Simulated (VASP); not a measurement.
An input for Ansatz (written as the equivalent of a VASP run, and not itself run):

Ansatz 0.2 input:
```yaml
crystal:
  lattice:
    - [1.2712230, -2.2018231, 0.0000000]
    - [1.2712230, 2.2018231, 0.0000000]
    - [0.0000000, 0.0000000, 4.2050197]
  atoms:
    - { symbol: B, position: [0.6666670, 0.3333330, 0.5002486] }
    - { symbol: B, position: [0.3333330, 0.6666670, 0.0002486] }
    - { symbol: N, position: [0.6666670, 0.3333330, 0.8747514] }
    - { symbol: N, position: [0.3333330, 0.6666670, 0.3747514] }
kpoints:
  mp_grid: { grid: [9, 9, 5] }
hamiltonian:
  xc: r2scan
  dispersion: rvv10
  pseudopotentials: { kind: paw }
scf:
  occupations: { method: gaussian, width: 0.05 }
  max_iter: 100
relax:
  max_steps: 60
  f_tol: 0.02
  cell: {}
output: { forces: true, stress: true, eigenvalues: true }
```

**Question.** Write the VASP files for the same calculation (r2SCAN+rVV10).

**Answer.** One answer among several that fit: 
File KPOINTS:
```
Automatic mesh
0
gamma
 9 9 5
0 0 0
```

POSCAR:
```
BN
1
    1.2712230378    -2.2018231076    -0.0000000000
    1.2712230378     2.2018231076    -0.0000000000
   -0.0000000000    -0.0000000000     4.2050197319
B N
2 2
Direct
  0.6666670000   0.3333330000   0.5002486094
  0.3333330000   0.6666670000   0.0002486094
  0.6666670000   0.3333330000   0.8747513906
  0.3333330000   0.6666670000   0.3747513906
```

**INCAR**
```
SYSTEM = BN
PREC = Accurate; ENCUT = 520; LREAL = .FALSE.
LASPH = .TRUE.
EDIFF = 1E-6; NELM = 100; ALGO = Normal
LMIXTAU = .TRUE.
ISMEAR = 0; SIGMA = 0.05
METAGGA = R2SCAN; LUSE_VDW = .TRUE.; BPARAM = 11.95
CPARAM = 0.0093
IBRION = 2; NSW = 60; ISIF = 3
EDIFFG = -0.02
LWAVE = .FALSE.; LCHARG = .FALSE.
```

POTCAR, in this order: B N (PBE.64 set). Program: vasp_std.

What does not carry over: each code has its own PAW files, so the cut-off isn't converted (ENCUT is set for VASP's; basis.ecutwfc is left out, and Ansatz then takes the one that its files recommend); Ansatz stops its SCF on the density residual and VASP on the energy change (EDIFF).

The compound is BN in the wurtzite structure, a metastable high-pressure form. This run relaxes it. Symmetry was kept, so distortions that lower it aren't found. The start is the result of an earlier pass.
